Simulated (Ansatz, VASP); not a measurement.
# CdFe: VASP beside Ansatz

Wanted: the spread between two codes on one cell, functional and k mesh. The cell is invented: As first built, before any earlier steps moved the atoms (in the runner's words): it takes the MgCd structure with some of its atoms replaced by other elements, volume scaled by an estimate. It may not be a known or stable phase. The cell is taken from a series of VASP runs on this material, whose earlier steps may have relaxed, scaled or displaced it; both programs get it as it stands. Valence electrons are named where the data sets of a main pair hold unlike numbers.

Program: Ansatz 0.2.0. Level of theory: plane waves, with VASP 6.6.1 beside it; single point at PBE. Results are calculated unless marked as measured.

**1. The structure**

Symmetry: P-3m1, No. 164, trigonal system. Conventional cell: a = 2.940 Å, b = 2.940 Å, c = 9.004 Å, α = 90.00°, β = 90.00°, γ = 120.00°. Nearest to Cd lie 3 Fe at 2.87 Å and 9 Cd at 2.94 to 3.20 Å. Fe has 3 Fe at 2.38 Å and 3 Cd at 2.87 Å nearest. As first built, before any earlier steps moved the atoms (in the runner's words): sites of the MgCd structure (space group 164) filled with other elements, volume scaled by an estimate. Farther neighbours are not listed.

**2. Ansatz: single point, PBE**

Ansatz runs on its default PAW (the set named soft_2) files.

A single point gives forces, pressure and levels at one fixed geometry, so differences don't come from the geometry; what else differs is listed under the comparison.

File input.yaml:

```yaml
crystal:
  lattice:
    - [2.939779589, 0.0, 0.0]
    - [-1.4698897945, 2.5459239069, 0.0]
    - [0.0, 0.0, 9.0044922567]
  atoms:
    - { symbol: Cd, position: [0.66666667, 0.33333333, 0.8494821704] }
    - { symbol: Cd, position: [0.33333333, 0.66666667, 0.1505178296] }
    - { symbol: Fe, position: [0.33333333, 0.66666667, 0.5924889712], spin: 3.0 }
    - { symbol: Fe, position: [0.66666667, 0.33333333, 0.4075110288], spin: 3.0 }
hamiltonian:
  xc: pbe
  pseudopotentials: { kind: paw }
magnetization:
  spin_polarized: true
kpoints:
  mp_grid: { grid: [10, 10, 3] }
scf:
  occupations: { method: fermi_dirac, width: 0.05 }
  n_extra_bands: 10
output:
  forces: true
  stress: true
  eigenvalues: true
```

On the command line:

```console
$ ansatz run input.yaml --threads 2 --pin off --max-ram 4608MiB --backend cpu --events-out ev --progress --plain --runs-dir out
```

Numbers of over 12 decimals in the logs are rounded to 6 here.

The log of the run:

```text
Warning: the band count 46 (scf.n_extra_bands) hosts the net moment |M| = 6.0000 μB (N_el = 72) but caps the reachable moment at 2·n_bands − N_el = 20.0000 μB, below the 47 bands that the automatic rule leaves for it — a moment growing past the seed, or the majority channel's smearing tail, pins there with fewer empty majority states than that count leaves; raise or omit scf.n_extra_bands unless the cap is intended
scf.n_extra_bands = 10 over 36 filled bands (N_el = 72.0): the run solves 46 bands
Engine: ansatz 0.2.0, aarch64-unknown-linux-gnu
Pseudopotentials: kind: paw
Pseudopotential: Cd, paw, valence charge 20, recommended cutoff 420 eV (normal), Cd.paw.azcp
Pseudopotential: Fe, paw, valence charge 16, recommended cutoff 420 eV (normal), Fe.paw.azcp
Functional definition: PBE
  parameter kappa = 0.804
  parameter beta = 0.066725
  exchange = pbe_x(kappa = kappa, mu = beta*pi^2/3)
  correlation = pbe_c(beta = beta)
Crystal: 4 atoms, lattice volume = 67.394 Å³
Basis set: ecut = 420 eV, 1279 PW (Γ), exchange–correlation on 40×40×128 points (8 copies of the dense FFT grid, shifted against one another)
Bands: 46, of which v1, the nominal top of the filled ones, is band 36 counted from 1 (35 counted from 0)
Symmetry: 12 space group operations
Space group: P-3m1 (ITA 164), of the structure as read, at distance tolerance 4.1e-5 Å
Magnetic group: BNS 164.85 (UNI 1315), of the structure as read, at distance tolerance 4.1e-5 Å
k-points: 36 of 300
Non-local potential: Cd, projectors of the file, l = 0: 3, l = 1: 2, l = 2: 2, l = 3: 1
Non-local potential: Fe, projectors of the file, l = 0: 3, l = 1: 2, l = 2: 3, l = 3: 1
PAW form: soft (Blöchl's): semilocal exchange-correlation on the pseudo side does not see the compensation charge
PAW one-centre angular grid: Cd, 590 points (default); XC on 64 Gauss nodes
PAW one-centre angular grid: Fe, 590 points (default); XC on 64 Gauss nodes
Initial density: superposition of atomic densities (chi_scale 0.1, normalization cell)
Starting moments: Σ|m| = 6 μB on 2 of 4 sites
Initial wavefunctions: pseudopotential atomic-orbital guess
Functional: x = pbe(κ = 0.804, μ = 0.219515), c = pbe(β = 0.066725)
SCF iter   1: F=—  HF=-25468.819138 eV  |F-HF|=—  |Δ(HF+E_count)|=         —  Δρ=4.03e-2 (↑2.33e-2 ↓4.03e-2)  dr2=1.87e1  dr2_m=1.65e-1  M=5.022 μB ∫|m|=5.209 μB  β_m=0.30  ethr=3.10e-3  ⟨swp⟩=5.8  Hψ=11049  notcnv=0  defer=12
Mixer restart at iter 1: flushing history
preconditioner: auto → Kerker (q_TF=auto, 2.759 Å⁻¹)  [metal: Δε(μ)=0.016 eV  Ē_g=9.597 eV  σ=0.050 eV  W_gap=0.08  n_scr=24 (ndim 8)  ℏωp=28.6 eV  f_vac=0.000  D(μ)=3.16/eV (n_scr^D=38)]
spin=Collinear: Kerker preconditioning applied to the charge; magnetization (m = ρ↑ − ρ↓) channel mixes plain (no charge-response kernel on spin).
SCF iter   2: F=—  HF=-25469.341581 eV  |F-HF|=—  |Δ(HF+E_count)|=   5.22e-1  Δρ=3.23e-2 (↑1.73e-2 ↓3.23e-2)  dr2=1.50e1  dr2_m=9.95e-2  M=4.946 μB ∫|m|=5.180 μB  β_m=0.59  ethr=3.10e-3  ⟨swp⟩=2.0  Hψ=4393  notcnv=0  defer=165
SCF iter   3: F=—  HF=-25468.619663 eV  |F-HF|=—  |Δ(HF+E_count)|=   7.22e-1  Δρ=1.01e-2 (↑1.01e-2 ↓9.97e-3)  dr2=1.98e0  dr2_m=6.03e-3  M=4.737 μB ∫|m|=5.247 μB  β_m=0.68  ethr=3.10e-3  ⟨swp⟩=3.4  Hψ=5841  notcnv=0  defer=178
SCF iter   4: F=—  HF=-25468.518553 eV  |F-HF|=—  |Δ(HF+E_count)|=   1.01e-1  Δρ=1.32e-2 (↑8.60e-3 ↓1.32e-2)  dr2=5.03e-2  dr2_m=6.66e-2  M=4.982 μB ∫|m|=5.467 μB  β_m=0.82  ethr=2.75e-3  ⟨swp⟩=2.6  Hψ=4776  notcnv=0  defer=181
SCF iter   5: F=—  HF=-25468.748938 eV  |F-HF|=—  |Δ(HF+E_count)|=   2.30e-1  Δρ=1.05e-2 (↑6.54e-3 ↓1.05e-2)  dr2=1.78e-1  dr2_m=3.14e-3  M=5.064 μB ∫|m|=5.511 μB  β_m=0.82  ethr=6.99e-5  ⟨swp⟩=2.3  Hψ=6160  notcnv=0  defer=202
SCF iter   6: F=—  HF=-25468.757659 eV  |F-HF|=—  |Δ(HF+E_count)|=   8.72e-3  Δρ=1.01e-2 (↑1.01e-2 ↓5.53e-3)  dr2=2.13e-1  dr2_m=3.66e-3  M=5.191 μB ∫|m|=5.590 μB  β_m=0.65  ethr=6.99e-5  ⟨swp⟩=3.2  Hψ=6761  notcnv=0  defer=202
SCF iter   7: F=—  HF=-25468.760312 eV  |F-HF|=—  |Δ(HF+E_count)|=   2.65e-3  Δρ=6.52e-3 (↑6.52e-3 ↓3.53e-3)  dr2=8.45e-2  dr2_m=1.45e-3  M=5.184 μB ∫|m|=5.592 μB  β_m=0.82  ethr=6.99e-5  ⟨swp⟩=2.1  Hψ=4701  notcnv=0  defer=209
SCF iter   8: F=—  HF=-25468.758259 eV  |F-HF|=—  |Δ(HF+E_count)|=   2.05e-3  Δρ=1.65e-3 (↑1.65e-3 ↓1.01e-3)  dr2=6.52e-3  dr2_m=6.69e-5  M=5.176 μB ∫|m|=5.593 μB  β_m=0.80  ethr=6.99e-5  ⟨swp⟩=2.0  Hψ=4383  notcnv=0  defer=209
SCF iter   9: F=—  HF=-25468.758003 eV  |F-HF|=—  |Δ(HF+E_count)|=   2.55e-4  Δρ=1.89e-4 (↑1.89e-4 ↓1.45e-4)  dr2=1.58e-4  dr2_m=3.71e-7  M=5.172 μB ∫|m|=5.592 μB  β_m=0.90  ethr=9.06e-6  ⟨swp⟩=1.9  Hψ=4262  notcnv=0  defer=208
SCF iter  10: F=—  HF=-25468.758003 eV  |F-HF|=—  |Δ(HF+E_count)|=   6.18e-8  Δρ=2.53e-5 (↑2.50e-5 ↓2.53e-5)  dr2=3.17e-6  dr2_m=3.45e-9  M=5.173 μB ∫|m|=5.593 μB  β_m=0.95  ethr=2.19e-7  ⟨swp⟩=1.8  Hψ=4008  notcnv=0  defer=208
SCF iter  11: F=—  HF=-25468.758004 eV  |F-HF|=—  |Δ(HF+E_count)|=   7.35e-7  Δρ=1.22e-5 (↑9.56e-6 ↓1.22e-5)  dr2=8.15e-7  dr2_m=2.48e-9  M=5.173 μB ∫|m|=5.593 μB  β_m=0.97  ethr=4.40e-9  ⟨swp⟩=2.2  Hψ=5382  notcnv=0  defer=208
SCF iter  12: F=—  HF=-25468.758004 eV  |F-HF|=—  |Δ(HF+E_count)|=   2.47e-8  Δρ=2.55e-6 (↑2.55e-6 ↓1.74e-6)  dr2=1.13e-8  dr2_m=7.25e-10  M=5.173 μB ∫|m|=5.593 μB  β_m=0.92  ethr=1.13e-9  ⟨swp⟩=1.5  Hψ=3404  notcnv=0  defer=208
SCF iter  13: F=-25468.758004 eV  HF=-25468.758004 eV  |F-HF|=4.27e-9  |Δ(HF+E_count)|=   2.90e-9  Δρ=1.31e-6 (↑8.88e-7 ↓1.31e-6)  dr2=5.23e-9  dr2_m=4.28e-11  M=5.173 μB ∫|m|=5.593 μB  ethr=1.57e-11  ⟨swp⟩=7.9  Hψ=13300  notcnv=0
SCF 1 converged in 13 iterations: F = -25468.758004 eV  dr2 = 5.23e-9
  greatest PAW one-centre occupation: 1.003 electrons in one spin orbital (limit 2), on the Fe atom at site 3 (counted from 0), in its partial waves of l = 1
SCF converged after 13 iterations
Magnetization: 5.1727 μB (38.5863 up, 33.4137 down)
Absolute magnetization: 5.5970 μB (∫|ρ↑−ρ↓|, with the PAW one-centre terms)
Spin contamination: 0.2149 ħ² per cell (⟨S²⟩ above its minimum at these occupations)
Per-site moments (μB) at R_I (Å): [(-0.023842, 1.183796), (-0.023842, 1.183796), (2.603533, 0.980944), (2.603533, 0.980944)]
Free energy (F): -25468.758004 eV
Harris-Foulkes:  -25468.758004 eV  (|F-HF|=4.27e-9)
Internal energy: -25468.731405 eV  (E = F + TS)
E sigma→0 (E₀):  -25468.744705 eV
Entropy (-TS):   -0.026599 eV (-6.650 meV/atom)
Fermi energy:    15.485372 eV
--- Per-component energies (eV) ---
  E_band       = -1265.982129
  E_kinetic    = 1705.724420
  E_local      = -10421.137792  (includes V_loc(G=0)·N_el)
  E_nonlocal   = 509.427817
  E_hartree    = 4682.892068
  E_xc         = -587.838495
  E_vxc        = -745.012097  (∫ρ·V_xc dr)
  E_paw        = -10900.819838  (= ΣΔE_a)
  E_vpaw       = -1680.765463  (= ΣTr[D̂ρ^β])
  E_aug_tail   = 0.001826  (compensation charges beyond the density's cutoff)
  E_ewald      = -10456.981411
  E_smearing   = -0.026599  (= −TS)
  E_closure    = 0.000000  (closes the sum)
  Σ components = -25468.758004   (vs F -25468.758004, Δ=0.00e0)
--- Forces (eV/Å), atoms counted from 1 ---
  atom   1  Cd     0.00000000    -0.00000000    -0.00285829
  atom   2  Cd     0.00000000     0.00000000     0.00285829
  atom   3  Fe     0.00000000    -0.00000000     0.06013229
  atom   4  Fe     0.00000000     0.00000000    -0.06013229
  max |Σ_I F_I| component: 1.85e-17 eV/Å
--- Stress (GPa, compression-positive) ---
        0.275819       0.000000      -0.000000
       -0.000000       0.275819       0.000000
       -0.000000       0.000000       0.483547
  P = ⅓ Tr σ = 0.3451 GPa (3.451 kbar)
--- Band table (eV; the first three rows and the last of 72) ---
  k-point 0 ↑: bands = [... 32 lower, 12.8960, 12.8960, 13.4004, 14.0958, 14.0958, 14.9725, 14.9725, 15.4653, ... 6 higher]
  k-point 1 ↑: bands = [... 32 lower, 12.8960, 12.8960, 12.9331, 14.0962, 14.0962, 14.5047, 14.9728, 14.9728, ... 6 higher]
  k-point 2 ↑: bands = [... 32 lower, 12.8970, 12.9627, 13.6071, 14.0557, 14.0955, 14.5226, 14.9819, 16.0889, ... 6 higher]
  k-point 35 ↓: bands = [... 32 lower, 15.3068, 15.6975, 16.3784, 17.1788, 17.2435, 17.7306, 17.8470, 18.2350, ... 6 higher]
```

It took 15 s on 2 threads of Arm Neoverse N1, shared host; peak memory 0.47 GiB; 30 s of CPU time.

The run ends at a pressure of 0.35 GPa, with forces up to 0.060 eV/Å.

**3. VASP: single point, PBE**

The same cell, functional, mesh and smearing now go to VASP, with its own data sets.

Lines of VASP's logs that name or quote its potential files are left out, and so is its time.

File INCAR:

```
SYSTEM = CdFe
PREC = Accurate
ENCUT = 400
EDIFF = 1E-06
NELM = 100
ISMEAR = -1
SIGMA = 0.05
LREAL = .FALSE.
ALGO = Normal
GGA = PE
NBANDS = 28
ISPIN = 2
MAGMOM = 0 0 3 3
LMAXMIX = 4
LORBIT = 11
LWAVE = .FALSE.
LCHARG = .FALSE.
KPAR = 2
ISIF = 2
```

File POSCAR:

```
CdFe
1.0
    2.9397795890      0.0000000000      0.0000000000
   -1.4698897945      2.5459239069      0.0000000000
    0.0000000000      0.0000000000      9.0044922567
Cd Fe
2 2
Direct
    0.6666666700      0.3333333300      0.8494821704
    0.3333333300      0.6666666700      0.1505178296
    0.3333333300      0.6666666700      0.5924889712
    0.6666666700      0.3333333300      0.4075110288
```

File KPOINTS:

```
Automatic mesh
0
Gamma
10 10 3
0 0 0
```

PAW data sets: Cd and Fe (PBE family, release 64).

On the command line:

```console
$ mpirun -np 2 vasp_std
```

The log of the run:

```text
[banner, memory and clock lines left out]
running    2 mpi-ranks, on    1 nodes
 distrk:  each k-point on    1 cores,    2 groups
 distr:  one band on    1 cores,    1 groups

 POSCAR found type information on POSCAR CdFe
 POSCAR found :  2 types and       4 ions
 LDA part: xc-table for (Slater+PW92), standard interpolation
 POSCAR, INCAR and KPOINTS ok, starting setup
 FFT: planning ... GRIDC
 FFT: planning ... GRID_SOFT
 FFT: planning ... GRID
 WAVECAR not read
 entering main loop
       N       E                     dE             d eps       ncg     rms          rms(c)
DAV:   1     0.307099189376E+03    0.30710E+03   -0.16216E+04  4032   0.133E+03
DAV:   2    -0.128038825791E+00   -0.30723E+03   -0.28944E+03  4040   0.352E+02
DAV:   3    -0.182714348750E+02   -0.18143E+02   -0.17553E+02  4544   0.109E+02
DAV:   4    -0.185606414955E+02   -0.28921E+00   -0.28833E+00  4504   0.135E+01
DAV:   5    -0.185639914729E+02   -0.33500E-02   -0.33494E-02  4516   0.138E+00    0.128E+01
DAV:   6    -0.172787769790E+02    0.12852E+01   -0.13064E+01  4556   0.376E+01    0.897E+00
DAV:   7    -0.171062606067E+02    0.17252E+00   -0.68052E+00  5324   0.221E+01    0.850E+00
DAV:   8    -0.168867931495E+02    0.21947E+00   -0.83878E-01  5172   0.873E+00    0.340E+00
DAV:   9    -0.168698690797E+02    0.16924E-01   -0.27843E-01  5464   0.386E+00    0.148E+00
DAV:  10    -0.168705461117E+02   -0.67703E-03   -0.23668E-02  4704   0.154E+00    0.530E-01
DAV:  11    -0.168731158386E+02   -0.25697E-02   -0.59260E-03  4776   0.553E-01    0.109E-01
DAV:  12    -0.168732072883E+02   -0.91450E-04   -0.20892E-04  4680   0.105E-01    0.412E-02
DAV:  13    -0.168732187368E+02   -0.11448E-04   -0.90571E-06  4296   0.224E-02    0.195E-02
DAV:  14    -0.168732294159E+02   -0.10679E-04   -0.55246E-06  3952   0.186E-02    0.827E-03
DAV:  15    -0.168732312026E+02   -0.17867E-05   -0.10382E-06  2628   0.993E-03    0.237E-03
DAV:  16    -0.168732312113E+02   -0.87107E-08   -0.24248E-07  2212   0.439E-03
   1 F= -.16873231E+02 E0= -.16860049E+02  d E =-.263647E-01  mag=     5.2084
```

(Continued in part 2 of 2.)

[Lines on the potential files, build, host, timing and source positions are cut from VASP's logs without a mark.]

[Logs are printed without paths, hosts, clocks, repeated set-up lines and the standing remarks that a program may print on its own settings, such as how far it seeks lower states.]

[Hosts, paths, dates, database ids (printed as entryN), source tags and the programs' standing remarks are cut or masked in the printed files.]
